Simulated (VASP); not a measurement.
Calculation: LDA (Ceperley-Alder, Perdew-Zunger), VASP's LDA PAW potentials (set 64) (plane waves; VASP).

VASP ran on this input.

File POSCAR:
```
Al3Sc
1
    4.0344228547     0.0000000000    -0.0000000000
    0.0000000000     4.0344228547    -0.0000000000
   -0.0000000000    -0.0000000000     4.0344228547
Sc Al
1 3
Direct
  0.0000000000   0.0000000000   0.0000000000
  0.0000000000   0.5000000000   0.5000000000
  0.5000000000   0.0000000000   0.5000000000
  0.5000000000   0.5000000000   0.0000000000
```

INCAR:
```
SYSTEM = Al3Sc
PREC = Accurate
ENCUT = 500
EDIFF = 1E-6
NELM = 100
ALGO = Normal
LREAL = .FALSE.
LASPH = .TRUE.
ISMEAR = 1
SIGMA = 0.1
LMAXMIX = 4
LWAVE = .FALSE.
LCHARG = .FALSE.
IBRION = 2
ISIF = 3
NSW = 40
EDIFFG = -0.02
```

File KPOINTS:
```
Automatic mesh
0
Gamma
8 8 8
0 0 0
```

POTCAR, in this order: Sc_sv Al (LDA.64 set). Program: vasp_std.

**Question.** Predict the energy per atom (σ→0), band gap (on the k-mesh).

**Answer.** 
```json
{
 "energy per atom (σ→0)": "-5.322 eV/atom",
 "band gap (on the k-mesh)": "none (metal, semimetal or under 0.01 eV)"
}
```

### OSZICAR
```
...
DAV:   7    -0.213174550343E+02    0.61675E-01   -0.10816E-01  1414   0.328E+00    0.206E+00
DAV:   8    -0.212894430662E+02    0.28012E-01   -0.43583E-02  1582   0.191E+00    0.241E-01
DAV:   9    -0.212891194955E+02    0.32357E-03   -0.38365E-03  1316   0.798E-01    0.158E-01
DAV:  10    -0.212889886923E+02    0.13080E-03   -0.34869E-04  1592   0.248E-01    0.652E-02
DAV:  11    -0.212889834990E+02    0.51934E-05   -0.20870E-05  1294   0.382E-02    0.408E-02
DAV:  12    -0.212889781957E+02    0.53033E-05   -0.24435E-05  1608   0.648E-02    0.319E-03
DAV:  13    -0.212889781849E+02    0.10728E-07   -0.50610E-07   778   0.887E-03
   1 F= -.21288978E+02 E0= -.21288654E+02  d E =-.212890E+02
```

The compound is Al3Sc in the L1_2 structure. It was relaxed first.
